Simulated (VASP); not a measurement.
# Driving VASP from ASE on WS2 (Tungstenite), part 2 of 3

Do ASE scripts that read WS2 (Tungstenite) from different structure formats give one answer, and do several routes find one equilibrium volume? All runs use LDA. Left out of this account: at least 1 further run (fields: a reference on another mesh). The start is a cell from a database of measured crystal structures.

VASP 6.6.1; LDA; plane waves and PAW (W, S).

So far. Step 2 (A single point (LDA, through ASE)): The pressure is -3.88 GPa and the largest force 0.589 eV/Å, so the cell is not at a minimum at these settings. Step 3 (Self-consistent run (LDA, through ASE)): The energy lies -0.16 meV an atom from the first script, since this cell and mesh sample the zone at other points.

## 4. Full relaxation (LDA, through ASE)

System of this step: WS2 (Tungstenite). The structure is trigonal, space group R3m (No. 160). The conventional cell has a = 3.158 Å, b = 3.158 Å, c = 18.490 Å, α = 90.00°, β = 90.00°, γ = 120.00°. Nearest to W lie 6 S at 2.39 to 2.42 Å. Nearest to S lie 3 W at 2.39 Å. S has 3 W at 2.42 Å nearest. Farther neighbours and most contacts between anions are not listed.

The start need not lie at this functional's minimum. ISIF = 3 frees volume, shape and positions, and EDIFFG sets the threshold on forces and stress at which the search stops.

The input, run.py:

```python
import numpy as np
from ase.calculators.vasp import Vasp
from ase import Atoms

atoms = Atoms(['W', 'S', 'S'],
              cell=[[3.158, 0.0, 0.0], [-1.579, -2.73490823, 0.0], [0.0, 1.82327215, -6.16333333]],
              scaled_positions=[[0.0, 0.0, 0.0], [0.7503, 0.5006, 0.2509], [0.581, 0.162, 0.743]],
              pbc=True)

calc = Vasp(
    xc='lda',
    pp='LDA',
    prec='Accurate',
    encut=400,
    ediff=1e-06,
    nelm=100,
    ismear=-1,
    sigma=0.05,
    lreal=False,
    algo='Normal',
    nbands=15,
    lasph=True,
    lorbit=11,
    lwave=False,
    lcharg=False,
    kpar=4,
    ibrion=2,
    nsw=60,
    isif=3,
    ediffg=-0.01,
    pp_version='64',
    setups={'W': '', 'S': ''},
    kpts=(9, 9, 9),
    gamma=True,
    txt='vasp.out',
)
atoms.calc = calc

print("energy (eV):", round(atoms.get_potential_energy(), 6))
print("Fermi level (eV):", round(calc.get_fermi_level(), 4))
print("forces (eV/A):")
print(np.round(atoms.get_forces(), 4))
print("stress (GPa, Voigt, tension positive):", np.round(atoms.get_stress() * 160.21766, 3))
print("cell (A, degrees):", np.round(atoms.cell.cellpar(), 4))
print("volume (A^3):", round(atoms.get_volume(), 4))
print("positions:")
print(np.round(atoms.get_scaled_positions(), 5))
```

Potentials, in the order of the species: W and S (LDA family, release 64).

The run is started by

```sh
$ export ASE_VASP_COMMAND="mpirun -np 4 vasp_std"
$ python run.py
```

The program printed:

```text
energy (eV): -26.338656
Fermi level (eV): 7.1984
forces (eV/A):
[[ 0.      0.      0.0007]
 [ 0.      0.      0.0002]
 [-0.     -0.     -0.0009]]
stress (GPa, Voigt, tension positive): [-0.012 -0.012  0.013  0.    -0.    -0.   ]
cell (A, degrees): [  3.1281   3.1281   6.3203 104.3275  90.     120.    ]
volume (A^3): 51.3255
positions:
[[0.99934 0.99869 0.99803]
 [0.75188 0.50377 0.25565]
 [0.58007 0.16015 0.74022]]
```

It took 2.6 min on 4 MPI ranks of AMD EPYC 7R43, shared host; peak memory 0.64 GiB.

The INCAR that ASE wrote:

```
ENCUT = 400.000000
SIGMA = 0.050000
EDIFF = 1.00e-06
EDIFFG = -1.00e-02
ALGO = Normal
PREC = Accurate
IBRION = 2
ISIF = 3
ISMEAR = -1
KPAR = 4
LORBIT = 11
NBANDS = 15
NELM = 100
NSW = 60
LASPH = .TRUE.
LCHARG = .FALSE.
LWAVE = .FALSE.
LREAL = .FALSE.
```

The KPOINTS that ASE wrote:

```
KPOINTS created by Atomic Simulation Environment
0
Gamma
9 9 9
0 0 0
```

vasp.out:

```text
[... set-up lines as in an earlier step ...]
 entering main loop
       N       E                     dE             d eps       ncg     rms          rms(c)
DAV:   1     0.586209916199E+02    0.58621E+02   -0.69657E+03  2646   0.846E+02
DAV:   2    -0.236635657142E+02   -0.82285E+02   -0.77738E+02  3315   0.193E+02
DAV:   3    -0.276703331954E+02   -0.40068E+01   -0.39771E+01  3341   0.443E+01
DAV:   4    -0.277162327949E+02   -0.45900E-01   -0.45884E-01  3278   0.523E+00
DAV:   5    -0.277170874660E+02   -0.85467E-03   -0.85461E-03  3516   0.687E-01    0.283E+01
DAV:   6    -0.265456491684E+02    0.11714E+01   -0.30050E+00  3541   0.124E+01    0.121E+01
DAV:   7    -0.263842629976E+02    0.16139E+00   -0.91806E-01  2837   0.775E+00    0.671E+00
DAV:   8    -0.263187750849E+02    0.65488E-01   -0.14400E-01  3222   0.317E+00    0.940E-01
DAV:   9    -0.263172820983E+02    0.14930E-02   -0.16878E-02  3264   0.962E-01    0.482E-01
DAV:  10    -0.263164945995E+02    0.78750E-03   -0.56108E-03  3306   0.469E-01    0.174E-01
DAV:  11    -0.263164269041E+02    0.67695E-04   -0.58637E-04  3229   0.169E-01    0.554E-02
DAV:  12    -0.263164229766E+02    0.39275E-05   -0.15785E-05  3425   0.344E-02    0.377E-02
DAV:  13    -0.263164220968E+02    0.87978E-06   -0.11247E-05  3355   0.203E-02    0.803E-03
DAV:  14    -0.263164220696E+02    0.27233E-07   -0.70126E-07  2018   0.619E-03
   1 F= -.26316422E+02 E0= -.26316422E+02  d E =-.263164E+02
 curvature:   0.00 expect dE= 0.000E+00 dE for cont linesearch  0.000E+00
 trial: gam= 0.00000 g(F)=  0.327E-01 g(S)=  0.805E-01 ort = 0.000E+00 (trialstep = 0.100E+01)
 search vector abs. value=  0.113E+00
 bond charge predicted
       N       E                     dE             d eps       ncg     rms          rms(c)
DAV:   1    -0.264020639497E+02   -0.85642E-01   -0.76283E+00  2585   0.176E+01    0.493E+00
DAV:   2    -0.262872387240E+02    0.11483E+00   -0.29950E-01  3544   0.373E+00    0.357E+00
DAV:   3    -0.262496448011E+02    0.37594E-01   -0.11198E-01  3012   0.207E+00    0.453E-01
DAV:   4    -0.262484608884E+02    0.11839E-02   -0.58029E-03  3215   0.657E-01    0.475E-01
DAV:   5    -0.262483784341E+02    0.82454E-04   -0.74094E-04  3362   0.194E-01    0.348E-01
DAV:   6    -0.262483207662E+02    0.57668E-04   -0.21768E-04  3488   0.113E-01    0.459E-02
DAV:   7    -0.262482920681E+02    0.28698E-04   -0.82106E-05  3026   0.594E-02    0.168E-02
DAV:   8    -0.262482921437E+02   -0.75678E-07   -0.11936E-05  3467   0.220E-02    0.162E-02
DAV:   9    -0.262482920534E+02    0.90297E-07   -0.74565E-07  1961   0.610E-03
   2 F= -.26248292E+02 E0= -.26248292E+02  d E =0.681300E-01
[... from here on, the cycles between the ionic steps are left out ...]
   3 F= -.26335209E+02 E0= -.26335209E+02  d E =-.187868E-01
   4 F= -.26335214E+02 E0= -.26335214E+02  d E =-.187919E-01
   5 F= -.26336000E+02 E0= -.26335999E+02  d E =-.785661E-03
   6 F= -.26336927E+02 E0= -.26336927E+02  d E =-.171290E-02
   7 F= -.26337328E+02 E0= -.26337328E+02  d E =-.401239E-03
   8 F= -.26337329E+02 E0= -.26337329E+02  d E =-.402522E-03
   9 F= -.26337528E+02 E0= -.26337528E+02  d E =-.199049E-03
  10 F= -.26337794E+02 E0= -.26337793E+02  d E =-.464325E-03
  11 F= -.26337843E+02 E0= -.26337842E+02  d E =-.489311E-04
  12 F= -.26337979E+02 E0= -.26337979E+02  d E =-.185483E-03
  13 F= -.26338215E+02 E0= -.26338215E+02  d E =-.421449E-03
  14 F= -.26338533E+02 E0= -.26338533E+02  d E =-.739168E-03
  15 F= -.26338537E+02 E0= -.26338537E+02  d E =-.743785E-03
  16 F= -.26338642E+02 E0= -.26338641E+02  d E =-.847904E-03
  17 F= -.26338642E+02 E0= -.26338642E+02  d E =-.848568E-03
  18 F= -.26338614E+02 E0= -.26338613E+02  d E =-.819894E-03
  19 F= -.26338641E+02 E0= -.26338641E+02  d E =-.847191E-03
  20 F= -.26338652E+02 E0= -.26338651E+02  d E =-.106168E-04
 trial-energy change:   -0.000011  1 .order   -0.000011   -0.000014   -0.000008
 step:   0.4225(harm=  0.4225)  dis= 0.00037  next Energy=   -26.338657 (dE=-0.157E-04)
 bond charge predicted
       N       E                     dE             d eps       ncg     rms          rms(c)
DAV:   1    -0.263386560180E+02   -0.48237E-05   -0.44106E-04  2571   0.119E-01    0.135E-02
DAV:   2    -0.263386562952E+02   -0.27722E-06   -0.91034E-06  3670   0.226E-02
  21 F= -.26338656E+02 E0= -.26338656E+02  d E =-.154069E-04
 curvature:  -0.21 expect dE=-0.171E-06 dE for cont linesearch -0.777E-09
 trial: gam= 0.01806 g(F)=  0.652E-07 g(S)=  0.743E-06 ort =-0.523E-06 (trialstep = 0.231E+00)
 search vector abs. value=  0.814E-06
 reached required accuracy - stopping structural energy minimisation
```

From OUTCAR (step 4):

```text
  LATTYP: Found a trigonal (rhomboedric) cell.
 ALAT       =     6.4273633062
 COS(alpha) =     0.8792940833

The static configuration has the point symmetry C_3v.

 Found     85 irreducible k-points:

   NELECT =      18.0000    total number of electrons

 E-fermi :   7.1984

 k-point     1 :       0.0000    0.0000    0.0000
  band No.  band energies     occupation
    ...
      5       3.1521      2.00000
      6       4.4291      2.00000
      7       4.4291      2.00000
      8       5.2988      2.00000
      9       5.3393      2.00000
     10       8.9848      0.00000
     11       8.9848      0.00000
     12       9.3314      0.00000
     13       9.3314      0.00000
     14      11.6377      0.00000
    ...

 k-point     2 :       0.1111    0.0000   -0.0000
  band No.  band energies     occupation
    ...
      5       3.3722      2.00000
      6       3.7073      2.00000
      7       4.0981      2.00000
      8       5.2559      2.00000
      9       5.5744      2.00000
     10       8.6764      0.00000
     11       8.9814      0.00000
     12       9.1373      0.00000
     13       9.3681      0.00000
     14      12.5564      0.00000
    ...

  Total        0.0038505      0.0038505     -0.0040698      0.0000000     -0.0000000      0.0000000
  in kB        0.1201974      0.1201974     -0.1270427      0.0000000     -0.0000000      0.0000000
  external PRESSURE =       0.0377840 kB  Pullay stress =       0.0000000 kB

  energy-cutoff  :      400.00
  volume of cell :       51.33
      direct lattice vectors                 reciprocal lattice vectors
     3.128098262 -0.000000000 -0.000000000     0.319683052 -0.184569096 -0.055034696
    -1.564049131 -2.709012565  0.000000000    -0.000000000 -0.369138192 -0.110069392
     0.000000000  1.806008374 -6.056785187    -0.000000000 -0.000000000 -0.165104089

 POSITION                                       TOTAL-FORCE (eV/Angst)
 -----------------------------------------------------------------------------------
      1.56405     -0.90300     -6.04485         0.000000      0.000000      0.000694
      1.56405     -0.90300     -1.54842         0.000000      0.000000      0.000213
      1.56405      0.90300     -4.48335        -0.000000     -0.000000     -0.000908
 -----------------------------------------------------------------------------------
    total drift:                                0.000000      0.000001     -0.001770

  FREE ENERGIE OF THE ION-ELECTRON SYSTEM (eV)
  ---------------------------------------------------
  free  energy   TOTEN  =       -26.3386562952 eV

  energy  without entropy=      -26.3386555243  energy(sigma->0) =      -26.33865591

 reached required accuracy - stopping structural energy minimisation

 total charge
# of ion       s       p       d       tot
------------------------------------------
    1        0.578   0.739   4.355   5.673
    2        1.359   2.361   0.000   3.720
    3        1.360   2.360   0.000   3.719
--------------------------------------------------
tot          3.297   5.460   4.355  13.112

[... 5 parts as in an earlier step ...]

[... 6 further parts left out ...]
```

CONTCAR:

```
W  S
   1.00000000000000
     3.1280982623615099   -0.0000000000000000   -0.0000000000000000
    -1.5640491311807549   -2.7090125654501409    0.0000000000252330
     0.0000000000000000    1.8060083737222452   -6.0567851874106564
  W               S
     1     2
Direct
     0.9993430813142219    0.9986861626284438    0.9980292439425380
     0.7518836094137935    0.5037672188275799    0.2556508282413722
     0.5800733092719905    0.1601466185439738    0.7402199278160937
```

The bonds form layers, held to each other by dispersion, which LDA lacks; its overbinding stands in for it by accident. The run keeps the 6 symmetry operations of its start, so it cannot find a distortion of lower symmetry.

Step by step:

| step | energy less that of the first step (eV) | largest force (eV/Å) | pressure (GPa) | volume (Å³) |
| --- | --- | --- | --- | --- |
| 1 | 0.0000 | 0.5890 | -3.88 | 53.23 |
| 2 | 0.0681 | 1.6990 | 9.95 | 49.99 |
| 3 | -0.0188 | 0.2495 | 0.08 | 52.16 |
| 4 | -0.0188 | 0.2543 | 0.18 | 52.14 |
| 5 | -0.0196 | 0.2658 | -0.44 | 52.09 |
| 6 | -0.0205 | 0.0994 | -0.20 | 52.11 |
| 7 | -0.0209 | 0.0282 | -0.11 | 51.97 |
| 8 | -0.0209 | 0.0277 | -0.08 | 51.98 |
| 9 | -0.0211 | 0.0409 | 0.05 | 51.89 |
| 10 | -0.0214 | 0.0816 | 0.51 | 51.62 |
| 11 | -0.0214 | 0.0779 | 0.47 | 51.61 |
| 12 | -0.0216 | 0.0715 | 0.45 | 51.58 |
| 13 | -0.0218 | 0.0602 | 0.36 | 51.53 |
| 14 | -0.0221 | 0.0375 | 0.17 | 51.42 |
| 15 | -0.0221 | 0.0506 | -0.18 | 51.20 |
| 16 | -0.0222 | 0.0332 | 0.00 | 51.30 |
| 17 | -0.0222 | 0.0324 | 0.02 | 51.31 |
| 18 | -0.0222 | 0.0280 | 0.09 | 51.36 |
| 19 | -0.0222 | 0.0312 | 0.02 | 51.32 |
| 20 | -0.0222 | 0.0174 | 0.02 | 51.32 |
| 21 | -0.0222 | 0.0009 | 0.00 | 51.33 |

| conventional cell, symmetrised | before | after | change |
| --- | --- | --- | --- |
| a (Å) | 3.158 | 3.128 | -0.9 % |
| b (Å) | 3.158 | 3.128 | -0.9 % |
| c (Å) | 18.490 | 18.170 | -1.7 % |
| volume (Å³/atom) | 17.74 | 17.11 | -3.6 % |

The atoms that moved most (Å, as changes of fractional coordinates times the final cell):

| atom | dx | dy | dz | length |
| --- | --- | --- | --- | --- |
| S2 | 0.000 | 0.000 | -0.029 | 0.029 |
| S3 | 0.000 | 0.000 | 0.017 | 0.017 |
| W1 | 0.000 | 0.000 | 0.012 | 0.012 |

Final coordinates:

```xyz
3
Lattice="3.1281 0.0000 0.0000 -1.5640 -2.7090 0.0000 0.0000 1.8060 -6.0568" Properties=species:S:1:pos:R:3 pbc="T T T"
W     0.0000    0.0000    0.0119
S     1.5640   -0.9030   -1.5484
S     1.5640    0.9030   -4.4834
```

Numbers from this step:

| Property | Result |
| --- | --- |
| electrons | 18 |
| bands | 15 |
| irreducible k-points | 85 |
| free energy (TOTEN) | -26.34 eV |
| Fermi energy | 7.198 eV |
| pressure | 0.003778 GPa |
| valence top at k | 0, 0, 0.4444 |
| conduction bottom at k | -0.3333, 0.1111, 0 |
| least direct gap at k | 0.3333, 0.3333, 0.1111 |
| SCF cycles over all ionic steps | 115 |
| gap on the k-mesh | 1.025 eV |
| least direct gap on the k-mesh | 1.983 eV |

It ends with a largest force of 0.001 eV/Å and a pressure of 0.00 GPa.

## 5. Equation of state by an ASE loop (LDA)

An ASE loop scales the volume at fixed shape and fractional positions and fits the energies, which gives the bulk modulus of a clamped cell from energies alone.

The input, run.py:

```python
import numpy as np
from ase.calculators.vasp import Vasp
from ase.io import read
from ase.eos import EquationOfState
from ase.units import GPa

atoms = read('structure.vasp')

calc = Vasp(
    xc='lda',
    pp='LDA',
    prec='Accurate',
    encut=400,
    ediff=1e-06,
    nelm=100,
    ismear=-1,
    sigma=0.05,
    lreal=False,
    algo='Normal',
    nbands=15,
    lasph=True,
    lorbit=11,
    lwave=False,
    lcharg=False,
    kpar=4,
    isif=2,
    pp_version='64',
    setups={'W': '', 'S': ''},
    kpts=(9, 9, 9),
    gamma=True,
    txt='vasp.out',
)
atoms.calc = calc

cell, volumes, energies = atoms.get_cell(), [], []
for x in [0.94, 0.96, 0.98, 1.0, 1.02, 1.04, 1.06]:
    atoms.set_cell(cell * x ** (1 / 3), scale_atoms=True)
    volumes.append(atoms.get_volume())
    energies.append(atoms.get_potential_energy())
    print(f"{x:.2f}  V = {volumes[-1]:.4f} A^3  E = {energies[-1]:.6f} eV")
v0, e0, b0 = EquationOfState(volumes, energies, eos="birchmurnaghan").fit()
print(f"V0 = {v0:.4f} A^3  E0 = {e0:.6f} eV  B0 = {b0 / GPa:.2f} GPa")
```

The input, structure.vasp:

```
WS2
1.0
    3.1580000000      0.0000000000      0.0000000000
   -1.5790000000     -2.7349082252      0.0000000000
    0.0000000000      1.8232721501     -6.1633333333
W S
1 2
Direct
    0.0000000000      0.0000000000      0.0000000000
    0.7503000000      0.5006000000      0.2509000000
    0.5810000000      0.1620000000      0.7430000000
```

The program printed:

```text
0.94  V = 50.0378 A^3  E = -26.281480 eV
0.96  V = 51.1025 A^3  E = -26.319700 eV
0.98  V = 52.1671 A^3  E = -26.330369 eV
1.00  V = 53.2317 A^3  E = -26.316422 eV
1.02  V = 54.2964 A^3  E = -26.280463 eV
1.04  V = 55.3610 A^3  E = -26.224825 eV
1.06  V = 56.4256 A^3  E = -26.151612 eV
V0 = 52.0765 A^3  E0 = -26.330460 eV  B0 = 182.78 GPa
```

It took 1.9 min on 4 MPI ranks; peak memory 0.56 GiB; 7.3 min of CPU time.

The INCAR that ASE wrote:

```
ENCUT = 400.000000
SIGMA = 0.050000
EDIFF = 1.00e-06
ALGO = Normal
PREC = Accurate
ISIF = 2
ISMEAR = -1
KPAR = 4
LORBIT = 11
NBANDS = 15
NELM = 100
LASPH = .TRUE.
LCHARG = .FALSE.
LWAVE = .FALSE.
LREAL = .FALSE.
```

The KPOINTS that ASE wrote:

```
KPOINTS created by Atomic Simulation Environment
0
Gamma
9 9 9
0 0 0
```

VASP's own log, vasp.out (the last of its runs):

```text
[banner, memory and clock lines left out]
running    4 mpi-ranks, on    1 nodes
 distrk:  each k-point on    1 cores,    4 groups
 distr:  one band on    1 cores,    1 groups

 POSCAR found type information on POSCAR W S
 POSCAR found :  2 types and       3 ions
 LDA part: xc-table for (Slater(with rela. corr.)+CA(PZ))
 , standard interpolation
 POSCAR, INCAR and KPOINTS ok, starting setup
 FFT: planning ... GRIDC
 FFT: planning ... GRID_SOFT
 FFT: planning ... GRID
 WAVECAR not read
 WARNING: random wavefunctions but no delay for mixing, default for NELMDL
 entering main loop
       N       E                     dE             d eps       ncg     rms          rms(c)
DAV:   1     0.583082670187E+02    0.58308E+02   -0.68534E+03  2598   0.838E+02
DAV:   2    -0.236040537694E+02   -0.81912E+02   -0.77323E+02  3465   0.190E+02
DAV:   3    -0.276382171071E+02   -0.40342E+01   -0.40120E+01  3299   0.440E+01
DAV:   4    -0.276844589205E+02   -0.46242E-01   -0.46229E-01  3306   0.521E+00
DAV:   5    -0.276854041634E+02   -0.94524E-03   -0.94508E-03  3460   0.716E-01    0.253E+01
DAV:   6    -0.264170343360E+02    0.12684E+01   -0.36330E+00  3652   0.136E+01    0.106E+01
DAV:   7    -0.262334298754E+02    0.18360E+00   -0.10869E+00  2942   0.855E+00    0.652E+00
DAV:   8    -0.261532207077E+02    0.80209E-01   -0.16407E-01  3208   0.325E+00    0.812E-01
DAV:   9    -0.261523700899E+02    0.85062E-03   -0.18229E-02  3362   0.979E-01    0.433E-01
DAV:  10    -0.261516646715E+02    0.70542E-03   -0.38193E-03  3307   0.388E-01    0.145E-01
DAV:  11    -0.261516142799E+02    0.50392E-04   -0.37664E-04  3264   0.140E-01    0.543E-02
DAV:  12    -0.261516116239E+02    0.26560E-05   -0.16354E-05  3495   0.335E-02    0.358E-02
DAV:  13    -0.261516122080E+02   -0.58407E-06   -0.66245E-06  3432   0.160E-02
   1 F= -.26151612E+02 E0= -.26151612E+02  d E =-.402284E-06
```

Parts of OUTCAR (step 5):

```text
   ENCUT  =  400.0 eV  29.40 Ry    5.42 a.u.   5.25  5.25 10.69*2*pi/ulx,y,z

   NELECT =      18.0000    total number of electrons

 E-fermi :   6.0344

 k-point     1 :       0.0000    0.0000    0.0000
  band No.  band energies     occupation
    ...
      5       2.2990      2.00000
      6       3.4434      2.00000
      7       3.4434      2.00000
      8       4.1233      2.00000
      9       4.4985      2.00000
     10       7.6662      0.00000
     11       7.6662      0.00000
     12       7.9459      0.00000
     13       7.9459      0.00000
     14       9.9868      0.00000
    ...

  Total       -4.2963204     -4.2963204     -4.3978755      0.0000000     -0.0000000     -0.0000000
  in kB     -121.9918558   -121.9918558   -124.8754630      0.0000000     -0.0000000     -0.0000000
  external PRESSURE =    -122.9530582 kB  Pullay stress =       0.0000000 kB

 POSITION                                       TOTAL-FORCE (eV/Angst)
 -----------------------------------------------------------------------------------
      0.00000      0.00000      0.00000         0.000000      0.000000      0.508828
      1.60997     -0.92952     -1.57671         0.000000      0.000000      0.980583
      1.60997      0.92952     -4.66917        -0.000000     -0.000000     -1.489412
 -----------------------------------------------------------------------------------
    total drift:                               -0.000000      0.000001     -0.000036

  FREE ENERGIE OF THE ION-ELECTRON SYSTEM (eV)
  ---------------------------------------------------
  free  energy   TOTEN  =       -26.1516122080 eV

  energy  without entropy=      -26.1516118057  energy(sigma->0) =      -26.15161201

[... 2 parts as in an earlier step ...]

[... 14 further parts left out ...]
```

Numbers from this step:

```
bulk modulus                  : 182.8 GPa
equilibrium volume of the fit : 17.36 Å³/atom
```

The fit over cells of fixed shape and fractional positions puts the volume +1.46 % from the relaxed one.

(Continued in part 3 of 3.)

[Lines on the potential files, build, host, timing and source positions are cut from VASP's logs without a mark.]

[Logs are printed without paths, hosts, clocks, repeated set-up lines and the standing remarks that a program may print on its own settings, such as how far it seeks lower states.]

[Hosts, paths, dates, database ids (printed as entryN), source tags and the programs' standing remarks are cut or masked in the printed files.]

[A measured line is paired with the nearest computed mode of its activity, which favours agreement.]

[In band tables of VASP the shares of atoms and orbitals are scaled to a sum of 1 inside the atoms' spheres.]
